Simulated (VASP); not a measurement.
Here is the system:

```
CELL_PARAMETERS angstrom
     -2.18583     2.18583     2.18583
      2.18583    -2.18583     2.18583
      2.18583     2.18583    -2.18583
ATOMIC_POSITIONS crystal
  Eu 0.00000 0.00000 0.00000
```

Computed with PW91 GGA, VASP's PBE PAW potentials (set 64) (plane waves; VASP). Run with 520 eV cut-off, 12×12×12 Γ-centred mesh, first-order Methfessel-Paxton smearing of 0.10 eV, potentials Eu_2.

The 4f electrons are frozen in the core of the lanthanide potential, so 4f levels, which can set the real gap, and their magnetism are missing.

**Question.** Estimate the energy per atom (σ→0), band gap (on the k-mesh) with the smallest direct gap where there is one.

**Answer.** 
| Quantity | Result |
|---|---|
| band gap (on the k-mesh) | none (metal, semimetal or under 0.01 eV) |
| energy per atom (σ→0) | -1.889 eV/atom |

The absolute energy has meaning only against runs of the same code, potentials and settings.

The compound is Eu in the bcc structure. This cell is one point of a volume scan, at 0.97 of the reference volume.
